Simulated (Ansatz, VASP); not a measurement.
# SiGe in two plane-wave programs

Wanted: the spread between two codes on one cell, functional and k mesh. The cell is generated by rule, not measured, and may not be a known phase. Of the first pair: The two relaxations start from unlike cells of this crystal (the structure described is Ansatz's start), so only their ends are compared.

Main program and level: Ansatz 0.2.0; plane waves, with VASP 6.6.1 beside it; relaxation of cell and atoms at PBEsol.

## Step 1: The structure

The structure is hexagonal, space group P6_3/mmc (No. 194). Conventional cell: a = 3.402 Å, b = 3.402 Å, c = 5.443 Å, α = 90.00°, β = 90.00°, γ = 120.00°. Nearest to Ge lie 6 Si at 2.39 Å. Nearest to Si lie 6 Ge at 2.39 Å. Farther neighbours are not listed.

Coordinates:

```cif
data_structure
_symmetry_space_group_name_H-M 'P6_3/mmc'
_symmetry_Int_Tables_number 194
_cell_length_a 3.4020
_cell_length_b 3.4020
_cell_length_c 5.4432
_cell_angle_alpha 90.000
_cell_angle_beta 90.000
_cell_angle_gamma 120.000
_cell_volume 54.56
loop_
_atom_site_label
_atom_site_type_symbol
_atom_site_symmetry_multiplicity
_atom_site_Wyckoff_symbol
_atom_site_fract_x
_atom_site_fract_y
_atom_site_fract_z
_atom_site_occupancy
Ge1 Ge 2 a 0.00000 0.00000 0.00000 1
Si1 Si 2 c 0.33333 0.66667 0.25000 1
```

## Step 2: VASP: relaxation of cell and atoms, PBEsol, pair 1

The relaxed volume is the usual yardstick between codes: in a stiff, nearly cubic crystal its relative difference is about their pressure difference at one cell divided by the bulk modulus.

Lines of VASP's logs that name or quote its potential files are left out, and so is its time.

File INCAR:

```
SYSTEM = SiGe
PREC = Accurate
ENCUT = 500
EDIFF = 1E-07
NELM = 120
ISMEAR = 0
SIGMA = 0.1
LREAL = .FALSE.
ALGO = Normal
GGA = PS
NBANDS = 24
LORBIT = 11
LWAVE = .FALSE.
LCHARG = .FALSE.
ISIF = 3
IBRION = 2
NSW = 80
EDIFFG = -0.005
LASPH = .TRUE.
GGA_COMPAT = .FALSE.
NELMIN = 4
KPAR = 2
```

File POSCAR:

```
SiGe
1.0
    3.6392131163      0.0000032166      0.0000000000
   -1.8196092260      3.1516499978      0.0000000000
    0.0000000000      0.0000000000      6.1539078522
Ge Si
2 2
Direct
    0.0000000000      0.0000000000      0.0000000000
    0.0000000000      0.0000000000      0.5000000000
    0.3333332354      0.6666666667      0.2499999081
    0.6666667646      0.3333333333      0.7500000919
```

File KPOINTS:

```
Automatic mesh
0
Gamma
6 6 4
0 0 0
```

PAW data sets: Ge_d and Si (PBE family, release 64).

Started as:

```sh
$ mpirun -np 2 vasp_std
```

Numbers of over 12 decimals in the logs are rounded to 6 here.

The log of the run:

```text
[banner, memory and clock lines left out]
running    2 mpi-ranks, on    1 nodes
 distrk:  each k-point on    1 cores,    2 groups
 distr:  one band on    1 cores,    1 groups

 POSCAR found type information on POSCAR GeSi
 POSCAR found :  2 types and       4 ions
|                                                                             |
|               ----> ADVICE to this user running VASP <----                  |
|                                                                             |
|     You enforced a specific xc type in the INCAR file but a different       |
|     [... a line on the potential file left out ...]
|     I HOPE YOU KNOW WHAT YOU ARE DOING!                                     |
|                                                                             |

 LDA part: xc-table for (Slater+PW92), standard interpolation
 POSCAR, INCAR and KPOINTS ok, starting setup
 FFT: planning ... GRIDC
 FFT: planning ... GRID_SOFT
 FFT: planning ... GRID
 WAVECAR not read
 entering main loop
       N       E                     dE             d eps       ncg     rms          rms(c)
DAV:   1     0.243079169937E+03    0.24308E+03   -0.17704E+04  1176   0.336E+03
DAV:   2     0.165083734166E+02   -0.22657E+03   -0.22084E+03  1048   0.668E+02
DAV:   3    -0.189597523373E+02   -0.35468E+02   -0.35043E+02  1264   0.151E+02
DAV:   4    -0.202005680769E+02   -0.12408E+01   -0.12394E+01  1192   0.316E+01
DAV:   5    -0.202279972853E+02   -0.27429E-01   -0.27428E-01  1296   0.525E+00    0.433E+00
DAV:   6    -0.201596351703E+02    0.68362E-01   -0.47760E-02  1376   0.333E+00    0.243E+00
DAV:   7    -0.201263172069E+02    0.33318E-01   -0.36297E-02  1368   0.248E+00    0.190E-01
DAV:   8    -0.201257717007E+02    0.54551E-03   -0.46709E-03  1304   0.109E+00    0.898E-02
DAV:   9    -0.201257749353E+02   -0.32346E-05   -0.22183E-04  1440   0.136E-01    0.200E-02
DAV:  10    -0.201257740058E+02    0.92944E-06   -0.18103E-05  1328   0.460E-02    0.112E-02
DAV:  11    -0.201257740540E+02   -0.48182E-07   -0.19423E-06  1216   0.142E-02    0.135E-03
DAV:  12    -0.201257739513E+02    0.10273E-06   -0.30230E-07  1088   0.868E-03    0.690E-04
DAV:  13    -0.201257739247E+02    0.26602E-07   -0.49243E-08   704   0.358E-03
   1 F= -.20125774E+02 E0= -.20124441E+02  d E =-.201258E+02
[...]
2 F= -.20125842E+02 E0= -.20124491E+02  d E =-.677592E-04
[...]
3 F= -.20125861E+02 E0= -.20124516E+02  d E =-.873575E-04
[...]
4 F= -.20125858E+02 E0= -.20124510E+02  d E =-.838580E-04
 curvature:  -0.25 expect dE=-0.345E-05 dE for cont linesearch -0.256E-05
 ZBRENT: interpolating
 opt :   0.7598  next Energy=   -20.125859 (dE=-0.853E-04)
 bond charge predicted
       N       E                     dE             d eps       ncg     rms          rms(c)
DAV:   1    -0.201258687269E+02   -0.10892E-04   -0.12873E-04  1288   0.195E-01    0.173E-02
DAV:   2    -0.201258620322E+02    0.66947E-05   -0.97439E-06  1288   0.548E-02    0.894E-03
DAV:   3    -0.201258600553E+02    0.19770E-05   -0.35339E-06  1416   0.292E-02    0.197E-03
DAV:   4    -0.201258600598E+02   -0.45393E-08   -0.22401E-07   720   0.768E-03
   5 F= -.20125860E+02 E0= -.20124514E+02  d E =-.861351E-04
 curvature:  -0.14 expect dE=-0.686E-06 dE for cont linesearch -0.522E-07
 trial: gam=-0.01902 g(F)=  0.412E-42 g(S)=  0.493E-05 ort = 0.974E-05 (trialstep = 0.952E+00)
 search vector abs. value=  0.466E-05
 reached required accuracy - stopping structural energy minimisation
```

Parts of OUTCAR (step 2):

```text
ion  position               nearest neighbor table
   1  0.000  0.000  0.000-   3 2.60   4 2.60   3 2.60   4 2.60   4 2.60   3 2.60
   2  0.000  0.000  0.500-   3 2.60   4 2.60   3 2.60   4 2.60   4 2.60   3 2.60
   3  0.333  0.667  0.250-   1 2.60   1 2.60   1 2.60   2 2.60   2 2.60   2 2.60
   4  0.667  0.333  0.750-   1 2.60   1 2.60   1 2.60   2 2.60   2 2.60   2 2.60

  LATTYP: Found a hexagonal cell.
 ALAT       =     3.6392131163
 C/A-ratio  =     1.6909995803

 Subroutine GETGRP returns: Found 24 space group operations
 (whereof 12 operations were pure point group operations)

The static configuration has the point symmetry D_3d.
 The point group associated with its full space group is D_6h.

 Found     21 irreducible k-points:

   k-points           NKPTS =     21   k-points in BZ     NKDIM =     21   number of bands    NBANDS=     24

   dimension x,y,z NGX =    28 NGY =   28 NGZ =   48
   dimension x,y,z NGXF=    56 NGYF=   56 NGZF=   96

   ENCUT  =  500.0 eV  36.75 Ry    6.06 a.u.   6.64  6.64 11.22*2*pi/ulx,y,z

   NELECT =      36.0000    total number of electrons

 k-points in reciprocal lattice and weights: Automatic mesh
   0.00000000  0.00000000  0.00000000       0.007
   0.16666667  0.00000000  0.00000000       0.042
   0.33333333 -0.00000000  0.00000000       0.042
   0.50000000  0.00000000  0.00000000       0.021
   0.16666667  0.16666667  0.00000000       0.042
   0.33333333  0.16666667  0.00000000       0.083
   0.33333333  0.33333333  0.00000000       0.014
   0.00000000  0.00000000  0.25000000       0.014
   0.16666667  0.00000000  0.25000000       0.083
[...]
0.33333333  0.16666667  0.50000000       0.083
   0.33333333  0.33333333  0.50000000       0.014

 average (electrostatic) potential at core
       1 -71.6277       2 -71.6277       3 -82.2106       4 -82.2106

 E-fermi :   7.2912

 k-point     1 :       0.0000    0.0000    0.0000
  band No.  band energies     occupation
    ...
     11      -6.0837      2.00000
     12      -2.4515      2.00000
     13      -2.0032      2.00000
     14       6.9069      2.00000
     15       6.9069      2.00000
     16       7.5271      0.00085
     17       8.0439      0.00000
     18       8.6849      0.00000
     19       8.6849      0.00000
     20      10.2922      0.00000
    ...

 k-point     2 :       0.1667    0.0000    0.0000
  band No.  band energies     occupation
    ...
     13      -1.6305      2.00000
     14       3.8924      2.00000
     15       5.9286      2.00000
     16       6.6263      2.00000
     17       7.3228      0.65445
     18       8.0746      0.00000
     19       9.0788      0.00000
     20       9.5451      0.00000
     21       9.7389      0.00000
     22      10.7878      0.00000
    ...

 k-point     3 :       0.3333   -0.0000    0.0000
  band No.  band energies     occupation
    ...
     13      -0.7478      2.00000
     14       0.8997      2.00000
     15       4.0089      2.00000
     16       4.3171      2.00000
     17       4.9005      2.00000
     18       8.4127      0.00000
     19       8.5552      0.00000
     20       8.5826      0.00000
     21       8.6880      0.00000
     22      10.5325      0.00000
    ...

  Total        0.0124920      0.0124920     -0.0098519      0.0000000      0.0000000      0.0000000
  in kB        0.2829199      0.2829200     -0.2231265      0.0000000      0.0000000      0.0000000
  external PRESSURE =       0.1142378 kB  Pullay stress =       0.0000000 kB

  energy-cutoff  :      500.00
  volume of cell :       70.74
      direct lattice vectors                 reciprocal lattice vectors
     3.641632741  0.000003219  0.000000000     0.274601960  0.158541799 -0.000000000
    -1.820819040  3.153745455  0.000000000    -0.000000280  0.317083133 -0.000000000
     0.000000000  0.000000000  6.159661661     0.000000000  0.000000000  0.162346579

 POSITION                                       TOTAL-FORCE (eV/Angst)
 -----------------------------------------------------------------------------------
      0.00000      0.00000      0.00000         0.000000     -0.000000      0.000000
      0.00000      0.00000      3.07983        -0.000000     -0.000000      0.000000
     -0.00000      2.10250      1.53991         0.000000      0.000000     -0.000000
      1.82082      1.05125      4.61975        -0.000000     -0.000000      0.000000
 -----------------------------------------------------------------------------------
    total drift:                               -0.000000      0.000000      0.000000

  FREE ENERGIE OF THE ION-ELECTRON SYSTEM (eV)
  ---------------------------------------------------
  free  energy   TOTEN  =       -20.1258600598 eV

  energy  without entropy=      -20.1231670952  energy(sigma->0) =      -20.12451358

 reached required accuracy - stopping structural energy minimisation

 total charge
# of ion       s       p       d       tot
------------------------------------------
    1        1.175   1.121  10.054  12.351
    2        1.175   1.121  10.054  12.351
    3        0.829   0.758   0.000   1.587
    4        0.829   0.758   0.000   1.587
--------------------------------------------------
tot          4.008   3.759  20.108  27.876

[... 3 further parts left out ...]
```

## Step 3: Ansatz: relaxation of cell and atoms, PBEsol, pair 1

Ansatz runs on its default PAW (the set named soft_2) files.

Its own start cell and the same functional, mesh and smearing now go to Ansatz, which takes its cutoff from its data sets.

File input.yaml:

```yaml
crystal:
  lattice:
    - [3.40203, 0.0, 0.0]
    - [-1.70102, 2.94625, 0.0]
    - [0.0, 0.0, 5.44325]
  atoms:
    - { symbol: Ge, position: [0.0, 0.0, 0.0] }
    - { symbol: Ge, position: [0.0, 0.0, 0.5] }
    - { symbol: Si, position: [0.333333, 0.666667, 0.25] }
    - { symbol: Si, position: [0.666667, 0.333333, 0.75] }
kpoints:
  mp_grid: { grid: [6, 6, 4] }
hamiltonian:
  xc: pbesol
scf:
  occupations: { method: gaussian, width: 0.1 }
output:
  forces: true
  stress: true
  eigenvalues: true
relax:
  adjacent_minimum: "off"
  f_tol: 0.05
  max_steps: 80
  cell: { stress_tol: 0.5 }
```

Started as:

```sh
$ ansatz run input.yaml --threads 4 --pin off --max-ram 7168MiB --backend cpu --events-out ev --progress --plain --runs-dir out
```

The log of the run:

```text
Warning: the atoms were moved onto the symmetric positions of the space group found under crystal.symmetry.tolerance 1.0e-5 (fractional; no operation is sought that the atoms, as they stand in a round, miss by more than twice it, and no atom is moved by as much as it), and the run uses the moved positions. Before a round's move an operation carried an atom to 3.40e-6 Å from where it should land, the largest such dist [...]
The last accepted step is kept in <dir> (removed where the run ends without a failure and the disk answers)
Engine: ansatz 0.2.0, aarch64-unknown-linux-gnu
Pseudopotentials: kind: paw
Pseudopotential: Ge, paw, valence charge 14, recommended cutoff 420 eV (normal), Ge.paw.azcp
Pseudopotential: Si, paw, valence charge 4, recommended cutoff 420 eV (normal), Si.paw.azcp
Functional definition: PBEsol
  exchange = pbesol_x
  correlation = pbesol_c
Crystal: 4 atoms, lattice volume = 54.559 Å³
Basis set: ecut = 420 eV, 1087 PW (Γ), exchange–correlation on 48×48×80 points (8 copies of the dense FFT grid, shifted against one another)
Bands: 22, of which v1, the nominal top of the filled ones, is band 18 counted from 1 (17 counted from 0)
Symmetry: 24 space group operations
Space group: P63/mmc (ITA 194), of the structure as read, at distance tolerance 3.8e-5 Å
k-points: 21 of 144
Non-local potential: Ge, projectors of the file, l = 0: 2, l = 1: 2, l = 2: 3, l = 3: 1
Non-local potential: Si, projectors of the file, l = 0: 2, l = 1: 2, l = 2: 2
PAW form: soft (Blöchl's): semilocal exchange-correlation on the pseudo side does not see the compensation charge
PAW frozen core: Ge, regenerated for the run's functional, and the local potential with it (the file was generated under x = pbe(κ = 0.804, μ = 0.219515), c = pbe(β = 0.066725))
PAW frozen core: Si, regenerated for the run's functional, and the local potential with it (the file was generated under x = pbe(κ = 0.804, μ = 0.219515), c = pbe(β = 0.066725))
PAW one-centre angular grid: Ge, 590 points (default); XC on 64 Gauss nodes
PAW one-centre angular grid: Si, 110 points (default); XC on 64 Gauss nodes
Initial density: superposition of atomic densities (neutral atoms: chi_scale 0, normalization atom), corrected by the library's trained network
[...]
SCF 5 converged in 5 iterations: F = -9748.718955 eV  dr2 = 2.01e-8
relax step   5: F+E_penalty+E_count = -9748.71895532 eV  Δ(F+E_penalty+E_count) = -4.728e-3 eV  max|allowed force component| = 2.498e-16 eV/Å  Δτ_max = 0.0000 Å  P = -0.126 GPa  Ω = 70.437 Å³  energy of the carried Pulay correction = -4.891e-3 eV  (5 SCF iters, dr2 threshold 4.00e-7 eV, accepted)
[...]
relax step   6: F+E_penalty+E_count = -9748.74116491 eV  Δ(F+E_penalty+E_count) = -2.221e-2 eV  max|allowed force component| = 2.961e-16 eV/Å  Δτ_max = 0.0000 Å  P = +0.416 GPa  Ω = 70.437 Å³  stress off target by 9.29e-1 GPa  SCF on the basis re-selected at this cell (its energy is not comparable with the rows above)  (6 SCF iters)
[...]
relax step   7: F+E_penalty+E_count = -9748.74182024 eV  Δ(F+E_penalty+E_count) = -6.553e-4 eV  max|allowed force component| = 1.897e-16 eV/Å  Δτ_max = 0.0000 Å  P = +0.027 GPa  Ω = 70.696 Å³  energy of the carried Pulay correction = -4.968e-5 eV  (3 SCF iters, dr2 threshold 4.00e-7 eV, accepted)
[...]
relax step   8: F+E_penalty+E_count = -9748.74185503 eV  Δ(F+E_penalty+E_count) = -3.479e-5 eV  max|allowed force component| = 1.665e-16 eV/Å  Δτ_max = 0.0000 Å  P = +0.026 GPa  Ω = 70.696 Å³  stress off target by 2.65e-2 GPa  SCF on the basis re-selected at this cell (its energy is not comparable with the rows above)  (4 SCF iters)
basis re-selected at this cell: Δ(F+E_penalty+E_count) = -3.479e-5 eV, ΔP = -0.001 GPa vs the last step (what re-selecting the basis moved, of the pressure what is left beyond the Pulay correction that the steps carried, after the strain that the cell walked since its last selection, with what the two solves' SCF thresholds leave and, on support functions, any second-order correction that the steps lacked; it is no m [...]
SCF converged after 4 iterations
Free energy (F): -9748.741855 eV
Harris-Foulkes:  -9748.741855 eV  (|F-HF|=2.91e-11)
Internal energy: -9748.739171 eV  (E = F + TS)
E sigma→0 (E₀):  -9748.740513 eV
Entropy (-TS):   -0.002684 eV (-0.671 meV/atom)
Fermi energy:    9.818705 eV
--- Per-component energies (eV) ---
  E_band       = -224.517334
  E_kinetic    = 302.759110
  E_local      = -4904.822285  (includes V_loc(G=0)·N_el)
  E_nonlocal   = 889.890139
  E_hartree    = 2169.157777
  E_xc         = -260.593171
  E_vxc        = -224.669068  (∫ρ·V_xc dr)
  E_paw        = -4952.674948  (= ΣΔE_a)
  E_vpaw       = -625.991520  (= ΣTr[D̂ρ^β])
  E_aug_tail   = 0.000683  (compensation charges beyond the density's cutoff)
  E_ewald      = -2994.355468
  E_core_change = 1.898994  (= ΣΔE_core)
  E_smearing   = -0.002684  (= −TS)
  E_closure    = -0.000000  (closes the sum)
  Σ components = -9748.741855   (vs F -9748.741855, Δ=0.00e0)
--- Forces (eV/Å), atoms counted from 1 ---
  atom   1  Ge     0.00000000     0.00000000     0.00000000
  atom   2  Ge     0.00000000     0.00000000     0.00000000
  atom   3  Si     0.00000000     0.00000000     0.00000000
  atom   4  Si    -0.00000000    -0.00000000    -0.00000000
  max |Σ_I F_I| component: 3.70e-17 eV/Å
--- Stress (GPa, compression-positive) ---
        0.025879      -0.000000      -0.000000
       -0.000000       0.025879       0.000000
       -0.000000       0.000000       0.026496
  P = ⅓ Tr σ = 0.0261 GPa (0.261 kbar)
--- Band table (eV; the first three rows and the last of 21) ---
  k-point 0: bands = [... 14 lower, 9.4317, 10.0587, 10.5684, 11.2049, 11.2049, 12.8206, 12.8206, 13.1793]
  k-point 1: bands = [... 14 lower, 9.6403, 9.6403, 10.9111, 10.9111, 11.5381, 12.7749, 12.7749, 12.8589]
  k-point 2: bands = [... 14 lower, 10.2147, 10.2147, 10.2147, 10.2147, 12.1996, 12.1996, 13.1862, 13.1862]
  k-point 20: bands = [... 14 lower, 4.4930, 4.4930, 8.8041, 8.8041, 10.3650, 10.3650, 11.6105, 11.6105]
--- Relaxed structure (6 steps of the walk, 6 accepted, 2 SCFs on fresh bases) ---
  F+E_penalty+E_count = -9748.74185503 eV   max|allowed force component| = 1.665e-16 eV/Å   (the final SCF, on the basis selected at the relaxed cell)
  cell:  # Å, volume = 70.6965 Å³
    - [3.641240, 3.0897274228823877e-6, 0]
    - [-1.820623, 3.153405, 0]
    - [0, 0, 6.156990]
  atoms:
    - { symbol: Ge, position: [0, 0, 0] }
    - { symbol: Ge, position: [0, 0, 0.500000] }
    - { symbol: Si, position: [0.333333, 0.666667, 0.250000] }
    - { symbol: Si, position: [0.666667, 0.333333, 0.75] }
```

The column dr2 measures how far the density is from self-consistency, as an energy; F and HF (Harris–Foulkes) agree once it is small.

## Step 4: Comparison

Known differences besides the potentials themselves: the cutoff is 420 eV in Ansatz and 500 eV in VASP; Ansatz makes its cores anew for this functional, VASP keeps those of its PBE data sets; Ansatz adds a Pulay correction to the stress that steers its cell, VASP none. Total energies have different zeros and are not compared.

The two programs side by side:

| quantity | Ansatz | VASP | difference |
| --- | --- | --- | --- |
| volume (Å³) | 70.70 | 70.74 | -0.06 % |
| edge a after relaxation, in the typed setting (Å) | 3.641 | 3.642 | -0.01 % |
| edge c after relaxation, in the typed setting (Å) | 6.157 | 6.160 | -0.04 % |

(Part 1 of 2 ends here.)

[Lines on the potential files, build, host, timing and source positions are cut from VASP's logs without a mark.]

[Logs are printed without paths, hosts, clocks, repeated set-up lines and the standing remarks that a program may print on its own settings, such as how far it seeks lower states.]

[Hosts, paths, dates, database ids (printed as entryN), source tags and the programs' standing remarks are cut or masked in the printed files.]
